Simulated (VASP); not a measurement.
```xyz
4
Lattice="2.7894 0.0000 0.0000 -1.3947 2.4157 0.0000 0.0000 0.0000 6.7267" Properties=species:S:1:pos:R:3 pbc="T T T"
Cu     0.0000     1.6104     0.3072
Cu     1.3947     0.8052     3.6705
F      0.0000     1.6104     2.2154
F      1.3947     0.8052     5.5787
```

Level of theory: r2SCAN meta-GGA, VASP's PBE PAW potentials (set 64) (plane waves; VASP). Run with 520 eV cut-off, 10×10×4 Γ-centred mesh, tetrahedra with Blöchl corrections, potentials Cu F.

### Question
Give the energies of bands 7 to 20 at the high-symmetry points, in eV from the valence-band maximum.

### Answer

| band | Γ | M | K | A | L | H |
|---|---|---|---|---|---|---|
| 7 | -4.37 | -5.15 | -6.13 | -4.51 | -4.98 | -6.09 |
| 8 | -4.37 | -4.78 | -6.13 | -4.51 | -4.98 | -6.09 |
| 9 | -2.83 | -2.24 | -1.54 | -2.51 | -2.12 | -1.54 |
| 10 | -2.47 | -2.01 | -1.51 | -2.51 | -2.12 | -1.54 |
| 11 | -1.37 | -1.35 | -1.33 | -1.33 | -1.06 | -1.37 |
| 12 | -1.37 | -1.02 | -1.33 | -1.33 | -1.06 | -1.37 |
| 13 | -1.26 | -1.01 | -1.23 | -1.33 | -0.68 | -0.81 |
| 14 | -1.26 | -0.57 | -0.87 | -1.33 | -0.68 | -0.81 |
| 15 | -0.92 | -0.54 | -0.87 | -0.65 | -0.50 | -0.74 |
| 16 | -0.92 | -0.28 | -0.39 | -0.65 | -0.50 | -0.74 |
| 17 | -0.41 | -0.17 | -0.06 | -0.65 | -0.23 | -0.13 |
| 18 | -0.41 | -0.08 | -0.06 | -0.65 | -0.23 | -0.13 |
| 19 | 0.36 | 4.28 | 6.36 | 1.49 | 4.42 | 6.84 |
| 20 | 3.55 | 4.96 | 7.26 | 1.49 | 4.42 | 6.84 |

The gap is indirect, 0.36 eV, from the valence maximum at (0.40, 0.00, 0.00) to the conduction minimum at Γ.

The structure was generated: CuF was put into the wurtzite type (P6_3mc), which need not be its known phase. It was relaxed first, which changed the volume by +9 %.
